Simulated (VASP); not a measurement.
Runs of VASP 6.6.1 on Sr. Symmetry: Fm-3m, No. 225, cubic system. Conventional cell: a = 5.922 Å, b = 5.922 Å, c = 5.922 Å, α = 90.00°, β = 90.00°, γ = 90.00°. Sr (site symmetry m-3m) has 12 Sr at 4.19 Å as nearest neighbours. 

| level | k mesh | cutoff (eV) | smearing | gap on the mesh (eV) | pressure (GPa) |
| --- | --- | --- | --- | --- | --- |
| PBEsol | 12 × 12 × 12 | 700 | gaussian 0.1 eV | none | 0.0 |
| PBEsol | 12 × 12 × 12 | 520 | gaussian 0.5 eV | none | (a) |
| r2SCAN | 12 × 12 × 12 | 520 | gaussian 0.1 eV | none | 1.2 |
| PBEsol | 12 × 12 × 12 | 900 | gaussian 0.1 eV | none | 0.0 |
| PBEsol | 18 × 18 × 18 | 520 | gaussian 0.1 eV | none | 0.0 |

Alike in all rows: task single point; potentials or basis VASP PAW PBE potentials, release 64 (Sr_sv); no spin polarisation; cell as given.

Problem. Estimate the missing entries.

Solution. (a) 0.2.

Caveats: the PAW data sets were made with another functional, which shifts forces and pressure a little.

A k mesh can miss the band edges, and the runs leave out spin-orbit coupling on Sr.

A gap of «none» marks a metal or a gap under the smearing width.

Not every run made on this cell is shown here.
